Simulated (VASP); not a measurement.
Crystal: SiMo3.

```
CELL_PARAMETERS angstrom
4.88900 0.00000 0.00000
0.00000 4.88900 0.00000
0.00000 0.00000 4.88900
ATOMIC_POSITIONS crystal
Si 0.00000 0.00000 0.00000
Si 0.50000 0.50000 0.50000
Mo 0.25000 0.00000 0.50000
Mo 0.50000 0.75000 0.00000
Mo 0.75000 0.00000 0.50000
Mo 0.50000 0.25000 0.00000
Mo 0.00000 0.50000 0.75000
Mo 0.00000 0.50000 0.25000
```

| Quantity | Value |
| --- | --- |
| Program | VASP 6.6.1 |
| Task | relaxation of cell and atoms |
| Functional | LDA |
| Potentials or basis | VASP PAW LDA potentials, release 64 (Si, Mo_sv) |
| Cutoff | 600 eV |
| k mesh | 8 × 8 × 8 |
| Occupations | methfessel-paxton, width 0.1 eV |
| Spin | no spin polarisation |

At the start: pressure -7.8 GPa; volume 14.61 Å³/atom.

Task: How do energy, volume and symmetry change on relaxing?

Result: Over 4 steps the energy falls by 10.7 meV/atom and the volume is 14.18 Å³/atom (-2.9 %); space group Pm-3n (No. 223, to 0.05 Å).

The path:
| step | energy change (eV) | largest force (eV/Å) | pressure (GPa) | volume (Å³) |
| --- | --- | --- | --- | --- |
| 1 | 0.0000 | 0.0000 | -7.79 | 116.86 |
| 2 | 0.4996 | 0.0000 | 24.42 | 105.25 |
| 3 | -0.0855 | 0.0000 | -0.24 | 113.53 |
| 4 | -0.0856 | 0.0000 | -0.07 | 113.44 |

Final structure:
```cif
data_structure
_symmetry_space_group_name_H-M 'P 1'
_symmetry_Int_Tables_number 1
_cell_length_a 4.8409
_cell_length_b 4.8409
_cell_length_c 4.8409
_cell_angle_alpha 90.000
_cell_angle_beta 90.000
_cell_angle_gamma 90.000
_cell_volume 113.44
loop_
_atom_site_label
_atom_site_type_symbol
_atom_site_fract_x
_atom_site_fract_y
_atom_site_fract_z
_atom_site_occupancy
Si1 Si 0.00000 0.00000 0.00000 1
Si2 Si 0.50000 0.50000 0.50000 1
Mo1 Mo 0.25000 0.00000 0.50000 1
Mo2 Mo 0.50000 0.75000 0.00000 1
Mo3 Mo 0.75000 0.00000 0.50000 1
Mo4 Mo 0.50000 0.25000 0.00000 1
Mo5 Mo 0.00000 0.50000 0.75000 1
Mo6 Mo 0.00000 0.50000 0.25000 1
```
